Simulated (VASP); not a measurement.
All values below come from MS2 meta-GGA, VASP's PBE PAW potentials (set 64) (plane waves; VASP).

Input for VASP

POSCAR:
```
KF
1
    0.0000000000     2.7274643000     2.7274643000
    2.7274643000     0.0000000000     2.7274643000
    2.7274643000     2.7274643000     0.0000000000
K F
1 1
Direct
  0.0000000000   0.0000000000   0.0000000000
  0.5000000000   0.5000000000   0.5000000000
```

**INCAR**
```
METAGGA=MS2
ISIF=2
SYSTEM=KF
SIGMA=0.05
ISMEAR=0
ENCUT=520   # plane-wave cut-off (eV)
EDIFF=1E-7   # SCF stop (eV)
LREAL=.FALSE.
LWAVE=.FALSE.
LASPH=.TRUE.   # aspherical one-centre terms
LCHARG=.FALSE.
NELM=100
LMIXTAU=.TRUE.
ALGO=Normal   # blocked Davidson
PREC=Accurate
```

KPOINTS:
```
Automatic mesh
0
Gamma
9 9 9
0 0 0
```

POTCAR, in this order: K_sv F (PBE.64 set). Program: vasp_std.

Output of the run:

OSZICAR:
```
       N       E                     dE             d eps       ncg     rms          rms(c)
DAV:   1     0.954455695792E+02    0.95446E+02   -0.79767E+03   840   0.122E+03
DAV:   2    -0.184760122378E+02   -0.11392E+03   -0.10402E+03  1104   0.331E+02
DAV:   3    -0.230627761585E+02   -0.45868E+01   -0.45290E+01  1120   0.612E+01
DAV:   4    -0.232367809276E+02   -0.17400E+00   -0.17319E+00  1128   0.108E+01
DAV:   5    -0.232402449534E+02   -0.34640E-02   -0.34634E-02  1068   0.141E+00    0.674E+00
DAV:   6    -0.158939314796E+02    0.73463E+01   -0.11806E+01  1000   0.334E+01    0.294E+00
DAV:   7    -0.195222294926E+02   -0.36283E+01   -0.82852E+00  1248   0.374E+01    0.553E+00
DAV:   8    -0.161100048763E+02    0.34122E+01   -0.58109E+00  1276   0.239E+01    0.199E+00
DAV:   9    -0.174585657915E+02   -0.13486E+01   -0.28987E+00  1280   0.197E+01    0.339E+00
DAV:  10    -0.175732662690E+02   -0.11470E+00   -0.10652E-01  1188   0.353E+00    0.322E+00
DAV:  11    -0.160970856194E+02    0.14762E+01   -0.10991E+00  1232   0.130E+01    0.139E+00
DAV:  12    -0.160732573773E+02    0.23828E-01   -0.13963E-02   992   0.118E+00    0.137E+00
DAV:  13    -0.160322460669E+02    0.41011E-01   -0.10429E-02   892   0.159E+00    0.131E+00
DAV:  14    -0.160900638525E+02   -0.57818E-01   -0.58941E-02   852   0.315E+00    0.110E+00
DAV:  15    -0.160809240400E+02    0.91398E-02   -0.27526E-03  1280   0.611E-01    0.112E+00
DAV:  16    -0.161081215507E+02   -0.27198E-01   -0.30803E-02   852   0.193E+00    0.117E+00
DAV:  17    -0.160929401719E+02    0.15181E-01   -0.64405E-03   880   0.114E+00    0.112E+00
DAV:  18    -0.160754549241E+02    0.17485E-01   -0.19970E-02   964   0.167E+00    0.108E+00
DAV:  19    -0.161449734501E+02   -0.69519E-01   -0.36102E-02   852   0.232E+00    0.875E-01
DAV:  20    -0.161423732216E+02    0.26002E-02   -0.22736E-03  1268   0.526E-01    0.914E-01
DAV:  21    -0.161484703015E+02   -0.60971E-02   -0.27076E-03   852   0.807E-01    0.707E-01
DAV:  22    -0.161485340092E+02   -0.63708E-04   -0.47150E-03   848   0.117E+00    0.504E-01
DAV:  23    -0.161481108334E+02    0.42318E-03   -0.18568E-03  1112   0.640E-01    0.444E-01
DAV:  24    -0.161472223743E+02    0.88846E-03   -0.10632E-03   988   0.346E-01    0.349E-01
DAV:  25    -0.161462905581E+02    0.93182E-03   -0.36936E-03   872   0.622E-01    0.111E-01
DAV:  26    -0.161462825147E+02    0.80434E-05   -0.45799E-04   904   0.193E-01    0.762E-02
DAV:  27    -0.161463956445E+02   -0.11313E-03   -0.11182E-04   852   0.175E-01    0.415E-02
DAV:  28    -0.161464294251E+02   -0.33781E-04   -0.15692E-04  1076   0.167E-01    0.149E-02
DAV:  29    -0.161464417420E+02   -0.12317E-04   -0.14860E-05   908   0.574E-02    0.850E-03
DAV:  30    -0.161464403001E+02    0.14419E-05   -0.10051E-05  1316   0.338E-02    0.805E-03
DAV:  31    -0.161464433940E+02   -0.30938E-05   -0.29987E-06  1356   0.212E-02    0.645E-03
DAV:  32    -0.161464446273E+02   -0.12333E-05   -0.20219E-06   920   0.223E-02    0.157E-03
DAV:  33    -0.161464454267E+02   -0.79947E-06   -0.22854E-07   792   0.711E-03    0.111E-03
DAV:  34    -0.161464454202E+02    0.65336E-08   -0.31800E-08   488   0.258E-03
   1 F= -.16146445E+02 E0= -.16146445E+02  d E =-.329980E-15
```

**OUTCAR**
```
------------------------ aborting loop because EDIFF is reached ----------------------------------------
  FORCE on cell =-STRESS in cart. coord.  units (eV):
  Direction    XX          YY          ZZ          XY          YZ          ZX
  --------------------------------------------------------------------------------------
  Total       -0.4437127     -0.4437127     -0.4437127      0.0000000      0.0000000      0.0000000
  in kB      -17.5188353    -17.5188353    -17.5188353      0.0000000      0.0000000      0.0000000
  external PRESSURE =     -17.5188353 kB  Pullay stress =       0.0000000 kB
  volume of cell :       40.58
      direct lattice vectors                 reciprocal lattice vectors
     0.000000000  2.727464300  2.727464300    -0.183320456  0.183320456  0.183320456
     2.727464300  0.000000000  2.727464300     0.183320456 -0.183320456  0.183320456
     2.727464300  2.727464300  0.000000000     0.183320456  0.183320456 -0.183320456
  FREE ENERGIE OF THE ION-ELECTRON SYSTEM (eV)
  ---------------------------------------------------
  free  energy   TOTEN  =       -16.1464454202 eV

  energy  without entropy=      -16.1464454202  energy(sigma->0) =      -16.14644542
```
(Selected blocks of OUTCAR.)

File OUTCAR:
```
 val. band max:       -3.2028216292   @ k =   0.0000   0.0000   0.0000

 cond. band min:       3.0284225457   @ k =   0.0000   0.0000   0.0000


 Fermi energy:        -2.9442045028

 k-point     1 :       0.0000    0.0000    0.0000
  band No.  band energies     occupation
      1     -30.9182      2.00000
      2     -23.3860      2.00000
      3     -13.1188      2.00000
      4     -13.1188      2.00000
      5     -13.1188      2.00000
      6      -3.2029      2.00000
      7      -3.2028      2.00000
      8      -3.2028      2.00000
      9       3.0284      0.00000
     10       7.9908      0.00000
     11       7.9908      0.00000
     12       7.9909      0.00000

 k-point     2 :       0.1111    0.0000    0.0000
  band No.  band energies     occupation
      1     -30.9108      2.00000
      2     -23.3921      2.00000
      3     -13.1479      2.00000
      4     -13.1227      2.00000
      5     -13.1227      2.00000
      6      -3.3012      2.00000
      7      -3.2374      2.00000
      8      -3.2374      2.00000
      9       3.3546      0.00000
     10       7.7266      0.00000
     11       8.1577      0.00000
     12       8.1577      0.00000

 k-point     3 :       0.2222    0.0000    0.0000
  band No.  band energies     occupation
      1     -30.8918      2.00000
      2     -23.4072      2.00000
      3     -13.2209      2.00000
      4     -13.1324      2.00000
      5     -13.1324      2.00000
      6      -3.5258      2.00000
      7      -3.3235      2.00000
      8      -3.3235      2.00000
      9       4.2107      0.00000
     10       7.2873      0.00000
     11       8.5936      0.00000
     12       8.5936      0.00000

 k-point     4 :       0.3333    0.0000    0.0000
  band No.  band energies     occupation
      1     -30.8701      2.00000
      2     -23.4244      2.00000
      3     -13.3031      2.00000
      4     -13.1434      2.00000
      5     -13.1433      2.00000
      6      -3.7503      2.00000
...
```

The compound is KF in the rock salt structure. This cell is one point of a volume scan, at 1.06 of the reference volume.
